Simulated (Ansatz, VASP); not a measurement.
# TiW (W-Ti-Ti-W stack, (111) layers): VASP beside Ansatz

One calculation is typed for both programs; each brings its own data sets. How far apart do they land? The cell is taken from a series of runs on this material, whose earlier steps may have relaxed, scaled, displaced or heated it; both programs get it as it stands.

Program: Ansatz 0.2.0. Level of theory: plane waves, with VASP 6.6.1 beside it; PBEsol. Results are calculated unless marked as measured.

## 1. The structure

The cell holds 4 atoms: 2 W and 2 Ti. Cell: a = 2.923 Å, b = 2.923 Å, c = 18.159 Å, α = 90.0°, β = 90.0°, γ = 120.0°. It derives from TiW. Vacuum lies along c.

## 2. Ansatz: single point, PBEsol

Ansatz runs on its PAW soft_1 files.

A single point takes one fixed geometry, so differences don't come from the geometry; what else differs is listed under the comparison.

File input.yaml:

```yaml
crystal:
  lattice:
    - [2.92265, 0.0, 0.0]
    - [-1.46133, 2.53109, 0.0]
    - [0.0, 0.0, 18.15901]
  atoms:
    - { symbol: W, position: [0.0, 0.0, 0.30287993] }
    - { symbol: Ti, position: [0.33333333, 0.66666667, 0.43429331] }
    - { symbol: Ti, position: [0.66666667, 0.33333333, 0.56570669] }
    - { symbol: W, position: [0.0, 0.0, 0.69712007] }
  periodic: [true, true, false]
kpoints:
  mp_grid: { grid: [9, 9, 1] }
hamiltonian:
  xc: pbesol
  pseudopotentials: { kind: paw, azcp: { folder: soft_1 }, xc_functional: pbe }
scf:
  occupations: { method: gaussian, width: 0.1 }
output:
  forces: true
  stress: true
  eigenvalues: true
```

The run is started by

```console
ansatz run input.yaml --threads 4 --pin off --max-ram 12288MiB --backend cpu --events-out ev --progress --plain --runs-dir out
```

Numbers of over 12 decimals in the logs are rounded to 6 here.

Output:

```text
Warning: crystal.periodic: the lattice vector that does not repeat stood 0.000° off the slab's normal, 18.159 Å along it as the deck builds it. The run solves the slab on a vector along the normal, 38.118 Å long, with every atom where it was (on the deck's vector they left 11.00 Å outside them, and the widest stretch free of ions among them is 2.39 Å). A fractional position that the run reports is one of the run's ce [...]
crystal.periodic: the lattice vector that does not repeat stood 0.000° off the slab's normal, 18.159 Å along it as the deck builds it. The run solves the slab on a vector along the normal, 38.118 Å long, with every atom where it was (on the deck's vector they left 11.00 Å outside them, and the widest stretch free of ions among them is 2.39 Å). A fractional position that the run reports is one of the run's cell, which [...]
Engine: ansatz 0.2.0, aarch64-unknown-linux-gnu
Pseudopotentials: kind: paw
Pseudopotential: W, paw, valence charge 14, recommended cutoff 420 eV (normal), soft_1/W.paw.azcp
Pseudopotential: Ti, paw, valence charge 12, recommended cutoff 420 eV (normal), soft_1/Ti.paw.azcp
Functional definition: PBEsol
  exchange = pbesol_x
  correlation = pbesol_c
Crystal: 4 atoms, lattice volume = 281.978 Å³
Basis set: ecut = 420 eV, 5455 PW (Γ), exchange–correlation on 40×40×512 points (8 copies of the dense FFT grid, shifted against one another)
Bands: 32, of which v1, the nominal top of the filled ones, is band 26 counted from 1 (25 counted from 0)
Symmetry: 12 space group operations
Space group: P-3m1 (ITA 164), of the structure as read, at distance tolerance 6.6e-5 Å
k-points: 12 of 81
Non-local potential: W, projectors of the file, l = 0: 3, l = 1: 2, l = 2: 2, l = 3: 1
Non-local potential: Ti, projectors of the file, l = 0: 3, l = 1: 2, l = 2: 3, l = 3: 1
PAW form: soft (Blöchl's): semilocal exchange-correlation on the pseudo side does not see the compensation charge
PAW frozen core: W, regenerated for the run's functional, and the local potential with it (the file was generated under x = pbe(κ = 0.804, μ = 0.219515), c = pbe(β = 0.066725))
PAW frozen core: Ti, regenerated for the run's functional, and the local potential with it (the file was generated under x = pbe(κ = 0.804, μ = 0.219515), c = pbe(β = 0.066725))
PAW one-centre angular grid: W, 590 points (default); XC on 64 Gauss nodes
PAW one-centre angular grid: Ti, 590 points (default); XC on 64 Gauss nodes
Initial density: superposition of atomic densities (neutral atoms: chi_scale 0, normalization atom)
Initial wavefunctions: pseudopotential atomic-orbital guess
Functional: x = pbesol(κ = 0.804, μ = 0.123457), c = pbesol(β = 0.046)
SCF iter   1: F=—  HF=-25462.133302 eV  |F-HF|=—  |Δ(HF+E_count)|=         —  Δρ=4.50e-2  dr2=8.55e1  ethr=3.10e-3  ⟨swp⟩=11.8  Hψ=2578  notcnv=0
preconditioner: auto → LDOS  [metal: Δε(μ)=0.031 eV  Ē_g=3.270 eV  σ=0.100 eV  W_gap=0.17  n_scr=24 (ndim 8)  ℏωp=9.9 eV  f_vac=0.689  D(μ)=7.10/eV (n_scr^D=24)  β→1.0]
SCF iter   2: F=—  HF=-25459.558292 eV  |F-HF|=—  |Δ(HF+E_count)|=    2.58e0  Δρ=2.45e-2  dr2=7.86e0  ethr=3.10e-3  ⟨swp⟩=6.2  Hψ=1186  notcnv=0  defer=5
SCF iter   3: F=—  HF=-25458.816777 eV  |F-HF|=—  |Δ(HF+E_count)|=   7.42e-1  Δρ=7.63e-3  dr2=2.58e-1  ethr=3.10e-3  ⟨swp⟩=4.9  Hψ=1051  notcnv=0  defer=5
SCF iter   4: F=—  HF=-25458.765555 eV  |F-HF|=—  |Δ(HF+E_count)|=   5.12e-2  Δρ=1.95e-3  dr2=7.85e-3  ethr=4.96e-4  ⟨swp⟩=4.0  Hψ=987  notcnv=0  defer=8
SCF iter   5: F=—  HF=-25458.767385 eV  |F-HF|=—  |Δ(HF+E_count)|=   1.83e-3  Δρ=5.84e-4  dr2=7.09e-4  ethr=1.51e-5  ⟨swp⟩=4.4  Hψ=925  notcnv=0  defer=8
SCF iter   6: F=—  HF=-25458.767545 eV  |F-HF|=—  |Δ(HF+E_count)|=   1.59e-4  Δρ=2.22e-4  dr2=2.43e-4  ethr=1.36e-6  ⟨swp⟩=3.8  Hψ=827  notcnv=0  defer=8
SCF iter   7: F=—  HF=-25458.767546 eV  |F-HF|=—  |Δ(HF+E_count)|=   1.09e-6  Δρ=5.46e-5  dr2=5.78e-6  ethr=4.68e-7  ⟨swp⟩=3.4  Hψ=747  notcnv=0  defer=8
SCF iter   8: F=—  HF=-25458.767791 eV  |F-HF|=—  |Δ(HF+E_count)|=   2.45e-4  Δρ=1.69e-5  dr2=4.15e-7  ethr=1.11e-8  ⟨swp⟩=3.8  Hψ=877  notcnv=0  defer=8
SCF iter   9: F=—  HF=-25458.767792 eV  |F-HF|=—  |Δ(HF+E_count)|=   1.11e-6  Δρ=4.34e-6  dr2=1.02e-7  ethr=1.92e-10  ⟨swp⟩=26.1  Hψ=2949  notcnv=0
SCF iter  10: F=-25458.767792 eV  HF=-25458.767792 eV  |F-HF|=3.00e-8  |Δ(HF+E_count)|=   1.34e-7  Δρ=1.31e-6  dr2=3.07e-9  ethr=1.92e-10  ⟨swp⟩=5.2  Hψ=1200  notcnv=0
the search or the solves at the SCF's close seem to have found levels that the self-consistency loop had missed (the run counts 1). By its estimate they hold under 1e-12 electrons; where the run keeps them, the occupations were computed again with them
SCF 1 converged in 10 iterations: F = -25458.767792 eV  dr2 = 3.07e-9
  greatest PAW one-centre occupation: 0.999 electrons in one spin orbital (limit 2), on the W atom at site 3 (counted from 0), in its partial waves of l = 0
SCF converged after 10 iterations
Free energy (F): -25458.767792 eV
Harris-Foulkes:  -25458.767792 eV  (|F-HF|=3.00e-8)
Internal energy: -25458.737071 eV  (E = F + TS)
E sigma→0 (E₀):  -25458.752432 eV
Entropy (-TS):   -0.030720 eV (-7.680 meV/atom)
Fermi energy:    -5.231232 eV
--- Per-component energies (eV) ---
  E_band       = -1677.354956
  E_kinetic    = 1388.135323
  E_local      = -212178.102069  (includes V_loc(G=0)·N_el)
  E_nonlocal   = 78.542960
  E_hartree    = 105224.071954
  E_xc         = -753.409828
  E_vxc        = -740.567302  (∫ρ·V_xc dr)
  E_paw        = -18935.209564  (= ΣΔE_a)
  E_vpaw       = -673.508998  (= ΣTr[D̂ρ^β])
  E_aug_tail   = 0.000133  (compensation charges beyond the density's cutoff)
  E_ewald      = 99716.511535
  E_core_change = 0.722485  (= ΣΔE_core)
  E_smearing   = -0.030720  (= −TS)
  E_closure    = 0.000000  (closes the sum)
  Σ components = -25458.767792   (vs F -25458.767792, Δ=0.00e0)
--- Forces (eV/Å), atoms counted from 1 ---
  atom   1  W      0.00000000    -0.00000000     0.69337611
  atom   2  Ti    -0.00000000    -0.00000000    -0.07255187
  atom   3  Ti     0.00000000     0.00000000     0.07255187
  atom   4  W     -0.00000000     0.00000000    -0.69337611
  max |Σ_I F_I| component: 1.11e-16 eV/Å
--- 2D stress c σ (N/m, compression-positive) ---
      -25.569460       0.000000       0.000000
        0.000000     -25.569460       0.000000
        0.000000       0.000000       0.000000
  P = ½ c Tr σ = -25.5695 N/m
--- Band table (eV; the first three rows and the last of 12) ---
  k-point 0: bands = [... 22 lower, -5.2386, -5.2386, -5.2306, -5.2306, -4.8969, -4.6697, -4.5382, -4.3428, ... 2 higher]
  k-point 1: bands = [... 22 lower, -5.6227, -5.5858, -5.2974, -5.2174, -4.8734, -4.8644, -4.5676, -4.4186, ... 2 higher]
  k-point 2: bands = [... 22 lower, -6.0788, -6.0488, -5.8770, -5.6233, -4.8017, -4.4650, -4.2009, -3.9831, ... 2 higher]
  k-point 11: bands = [... 22 lower, -6.3557, -5.9675, -5.9675, -5.8745, -5.8745, -5.4471, -5.4471, -3.3543, ... 2 higher]
```

The column dr2 measures how far the density is from self-consistency, as an energy; F and HF (Harris–Foulkes) agree once it is small.

## 3. VASP: single point, PBEsol

The same cell, functional, mesh and smearing now go to VASP, with its own data sets.

Lines of VASP's logs that name or quote its potential files are left out, and so is its time.

File INCAR:

```
SYSTEM = TiW
PREC = Accurate
ENCUT = 520
EDIFF = 1E-06
NELM = 120
ISMEAR = 0
SIGMA = 0.1
LREAL = .FALSE.
ALGO = Normal
GGA = PS
NBANDS = 24
LASPH = .TRUE.
LORBIT = 11
LWAVE = .FALSE.
LCHARG = .FALSE.
ISIF = 2
LDIPOL = .TRUE.
IDIPOL = 3
DIPOL = 0.5 0.5 0.5
LVHAR = .TRUE.
GGA_COMPAT = .FALSE.
NELMDL = -8
```

File POSCAR:

```
TiW
1.0
    2.9226500000      0.0000000000      0.0000000000
   -1.4613300000      2.5310900000      0.0000000000
    0.0000000000      0.0000000000     18.1590100000
W Ti
2 2
Direct
    0.0000000000      0.0000000000      0.3028799300
    0.0000000000      0.0000000000      0.6971200700
    0.3333333333      0.6666666667      0.4342933100
    0.6666666667      0.3333333333      0.5657066900
```

File KPOINTS:

```
Automatic mesh
0
Gamma
9 9 1
0 0 0
```

Potentials, in the order of the species: W and Ti_sv (PBE family, release 64).

The run is started by

```console
mpirun -np 1 vasp_std
```

Output:

```text
[banner, memory and clock lines left out]
running    1 mpi-ranks, on    1 nodes
 distrk:  each k-point on    1 cores,    1 groups
 distr:  one band on    1 cores,    1 groups

 POSCAR found type information on POSCAR W Ti
 POSCAR found :  2 types and       4 ions
|                                                                             |
|               ----> ADVICE to this user running VASP <----                  |
|                                                                             |
|     You enforced a specific xc type in the INCAR file but a different       |
|     [... a line on the potential file left out ...]
|     I HOPE YOU KNOW WHAT YOU ARE DOING!                                     |
|                                                                             |

 LDA part: xc-table for (Slater+PW92), standard interpolation
 POSCAR, INCAR and KPOINTS ok, starting setup
 FFT: planning ... GRIDC
 FFT: planning ... GRID_SOFT
 FFT: planning ... GRID
 WAVECAR not read
 entering main loop
       N       E                     dE             d eps       ncg     rms          rms(c)
DAV:   1     0.339931495163E+03    0.33993E+03   -0.18117E+04   624   0.146E+03
DAV:   2     0.249938754350E+01   -0.33743E+03   -0.33080E+03   632   0.430E+02
DAV:   3    -0.397742917646E+02   -0.42274E+02   -0.40845E+02  1128   0.123E+02
DAV:   4    -0.444698404063E+02   -0.46955E+01   -0.46591E+01   888   0.366E+01
DAV:   5    -0.448965293640E+02   -0.42669E+00   -0.42637E+00   944   0.895E+00
DAV:   6    -0.449077109408E+02   -0.11182E-01   -0.11174E-01   904   0.174E+00
DAV:   7    -0.449080799383E+02   -0.36900E-03   -0.36896E-03   944   0.243E-01
DAV:   8    -0.449080873768E+02   -0.74385E-05   -0.74315E-05   904   0.399E-02    0.227E+01
DAV:   9    -0.429408568274E+02    0.19672E+01   -0.29027E+01   816   0.277E+01    0.108E+01
DAV:  10    -0.537996877942E+02   -0.10859E+02   -0.11644E+02   928   0.400E+01    0.264E+01
DAV:  11    -0.400437315165E+02    0.13756E+02   -0.75368E+01   912   0.348E+01    0.332E+00
DAV:  12    -0.401453086070E+02   -0.10158E+00   -0.34908E+00   832   0.102E+01    0.166E+00
DAV:  13    -0.401380326014E+02    0.72760E-02   -0.17690E-01   872   0.284E+00    0.108E+00
DAV:  14    -0.401393803263E+02   -0.13477E-02   -0.45370E-02   920   0.138E+00    0.600E-01
DAV:  15    -0.401333782836E+02    0.60020E-02   -0.20939E-02   832   0.113E+00    0.162E-01
DAV:  16    -0.401331748821E+02    0.20340E-03   -0.14738E-03   920   0.283E-01    0.798E-02
DAV:  17    -0.401331474963E+02    0.27386E-04   -0.68056E-04   888   0.166E-01    0.563E-02
DAV:  18    -0.401332367754E+02   -0.89279E-04   -0.24662E-04   800   0.103E-01    0.162E-02
DAV:  19    -0.401333546888E+02   -0.11791E-03   -0.39721E-05   816   0.301E-02    0.225E-02
DAV:  20    -0.401336059457E+02   -0.25126E-03   -0.57044E-05   832   0.473E-02    0.754E-03
DAV:  21    -0.401336246919E+02   -0.18746E-04   -0.40770E-06   680   0.915E-03    0.475E-03
DAV:  22    -0.401336316447E+02   -0.69528E-05   -0.10554E-06   568   0.733E-03    0.162E-03
DAV:  23    -0.401336336926E+02   -0.20480E-05   -0.44380E-07   544   0.364E-03    0.900E-04
DAV:  24    -0.401336341630E+02   -0.47040E-06   -0.11075E-07   528   0.200E-03
   1 F= -.40133634E+02 E0= -.40118447E+02  d E =-.303740E-01
```

From OUTCAR (step 3):

```text
ion  position               nearest neighbor table
   1  0.000  0.000  0.303-   3 2.92   3 2.92   3 2.92
   2  0.000  0.000  0.697-   4 2.92   4 2.92   4 2.92
   3  0.333  0.667  0.434-   1 2.92   1 2.92   1 2.92
   4  0.667  0.333  0.566-   2 2.92   2 2.92   2 2.92

  LATTYP: Found a hexagonal cell.
 ALAT       =     2.9226500000
 C/A-ratio  =     6.2132003490

 Subroutine GETGRP returns: Found 12 space group operations
 (whereof 12 operations were pure point group operations)

The static configuration has the point symmetry D_3d.

 Found     12 irreducible k-points:

   k-points           NKPTS =     12   k-points in BZ     NKDIM =     12   number of bands    NBANDS=     24

   dimension x,y,z NGX =    24 NGY =   24 NGZ =  140
   dimension x,y,z NGXF=    48 NGYF=   48 NGZF=  280

   ENCUT  =  520.0 eV  38.22 Ry    6.18 a.u.   5.43  5.43 33.76*2*pi/ulx,y,z

   NELECT =      36.0000    total number of electrons

 k-points in reciprocal lattice and weights: Automatic mesh
   0.00000000  0.00000000  0.00000000       0.012
   0.11111111  0.00000000  0.00000000       0.074
   0.22222222  0.00000000  0.00000000       0.074
   0.33333333  0.00000000  0.00000000       0.074
   0.44444444  0.00000000  0.00000000       0.074
   0.11111111  0.11111111  0.00000000       0.074
   0.22222222  0.11111111  0.00000000       0.148
   0.33333333  0.11111111  0.00000000       0.148
   0.44444444  0.11111111  0.00000000       0.074
   0.22222222  0.22222222  0.00000000       0.074
   0.33333333  0.22222222  0.00000000       0.148
   0.33333333  0.33333333  0.00000000       0.025

 dipolmoment           0.000000      0.000000     -0.000000 electrons x Angstroem

 average (electrostatic) potential at core
       1 -43.9565       2 -43.9565       3 -79.2093       4 -79.2093

 E-fermi :   1.2774

 k-point     1 :       0.0000    0.0000    0.0000
  band No.  band energies     occupation
    ...
     14       0.7117      2.00000
     15       1.2661      1.12716
     16       1.2661      1.12670
     17       1.2740      1.03803
     18       1.2740      1.03758
     19       1.6290      0.00000
     20       1.8375      0.00000
     21       1.9885      0.00000
     22       2.1570      0.00000
     23       2.1595      0.00000
    ...

 k-point     2 :       0.1111    0.0000    0.0000
  band No.  band energies     occupation
    ...
     14       0.7422      2.00000
     15       0.8870      2.00000
     16       0.9242      2.00000
     17       1.2183      1.59667
     18       1.2974      0.77749
     19       1.6308      0.00000
     20       1.6397      0.00000
     21       1.9384      0.00000
     22       2.0840      0.00000
     23       2.1994      0.00000
    ...

 k-point     3 :       0.2222    0.0000    0.0000
  band No.  band energies     occupation
    ...
     14       0.2472      2.00000
     15       0.4352      2.00000
     16       0.4618      2.00000
     17       0.6312      2.00000
     18       0.8818      2.00000
     19       1.7014      0.00000
     20       2.0362      0.00000
     21       2.2991      0.00000
     22       2.5188      0.00000
     23       2.5205      0.00000
    ...

  Total      -12.2786498    -12.2786581     -5.1158796      0.0000243      0.0000000     -0.0000000
  in kB     -146.4484000   -146.4484988    -61.0174893      0.0002893      0.0000000     -0.0000000
  external PRESSURE =    -117.9714627 kB  Pullay stress =       0.0000000 kB

  energy-cutoff  :      520.00
  volume of cell :      134.33
      direct lattice vectors                 reciprocal lattice vectors
     2.922650000  0.000000000  0.000000000     0.342155236  0.197544027  0.000000000
    -1.461330000  2.531090000  0.000000000     0.000000000  0.395086702  0.000000000
     0.000000000  0.000000000 18.159010000     0.000000000  0.000000000  0.055069081

 POSITION                                       TOTAL-FORCE (eV/Angst)
 -----------------------------------------------------------------------------------
      0.00000      0.00000      5.50000        -0.000000      0.000000      0.752485
      0.00000      0.00000     12.65901         0.000000     -0.000000     -0.752485
     -0.00000      1.68739      7.88634         0.000000      0.000000     -0.124014
      1.46132      0.84370     10.27267         0.000000      0.000000      0.124014
 -----------------------------------------------------------------------------------
    total drift:                                0.000000      0.000000      0.000000

  FREE ENERGIE OF THE ION-ELECTRON SYSTEM (eV)
  ---------------------------------------------------
  free  energy   TOTEN  =       -40.1336341630 eV

  energy  without entropy=      -40.1032601870  energy(sigma->0) =      -40.11844718

 vacuum level on the upper side and lower side of the slab         6.513         6.513

 total charge
# of ion       s       p       d       tot
------------------------------------------
    1        0.647   0.424   3.862   4.932
    2        0.647   0.424   3.862   4.932
    3        2.239   6.140   1.835  10.214
    4        2.239   6.140   1.835  10.214
--------------------------------------------------
tot          5.770  13.129  11.393  30.292

[... 3 further parts left out ...]
```

The run ends at a pressure of -11.80 GPa, with forces up to 0.75 eV/Å.

## 4. Comparison

Known differences besides the potentials themselves: Ansatz cuts the interaction across the vacuum, VASP repeats the sheet with a dipole correction (LDIPOL); the data sets hold 52 valence electrons in Ansatz (on its PAW soft_1 files) and 36 in VASP; the cutoff is 420 eV in Ansatz and 520 eV in VASP; Ansatz makes its cores anew for this functional, VASP keeps those of its PBE data sets. Total energies have different zeros and are not compared.

Forces (eV/Å; atoms numbered as in POSCAR):

| atom | Ansatz x, y, z | VASP x, y, z |
| --- | --- | --- |
| W1 | 0.000, 0.000, 0.693 | 0.000, 0.000, 0.752 |
| W2 | 0.000, 0.000, -0.693 | 0.000, 0.000, -0.752 |
| Ti3 | 0.000, 0.000, -0.073 | 0.000, 0.000, -0.124 |
| Ti4 | 0.000, 0.000, 0.073 | 0.000, 0.000, 0.124 |

The forces differ by 32 meV/Å r.m.s., which is 10.3 % of the r.m.s. force of 0.311 eV/Å (both taken over all components). Where the cell holds vacuum, a pressure given here is an average over it and none of the material.

## 5. What the set-up changes

Further runs change the set-up of one program: Ansatz's method, potentials or start, or VASP's data sets, cutoff or form of LDA. The table gives that difference for each run.

| run | r.m.s. force difference (meV/Å) |
| --- | --- |
| as above | 32 |
| VASP with the data sets W_sv and Ti_sv and a cutoff of 400 eV | 1.9 |

## 6. Outcome

| Item | Value |
| --- | --- |
| r.m.s. force difference (single point, PBEsol) | 10 % of the r.m.s. force |

The r.m.s. force difference is 10 % of the r.m.s. force (single point, PBEsol), beyond the 3 % picked in this series as the mark of a large difference. The data sets hold unlike numbers of valence electrons (52 in Ansatz and 36 in VASP), so part of the differences may come from the potentials. Single point, PBEsol, VASP with the data sets W_sv and Ti_sv and a cutoff of 400 eV: r.m.s. force difference goes from 32 to 1.9 meV/Å. Such differences can come from data sets, numerical settings and the points named under the comparisons, not from the functional's error against experiment.

[Lines on the potential files, build, host, timing and source positions are cut from VASP's logs without a mark.]

[Logs are printed without paths, hosts, clocks, repeated set-up lines and the standing remarks that a program may print on its own settings, such as how far it seeks lower states.]

[Hosts, paths, dates, database ids (printed as entryN), source tags and the programs' standing remarks are cut or masked in the printed files.]
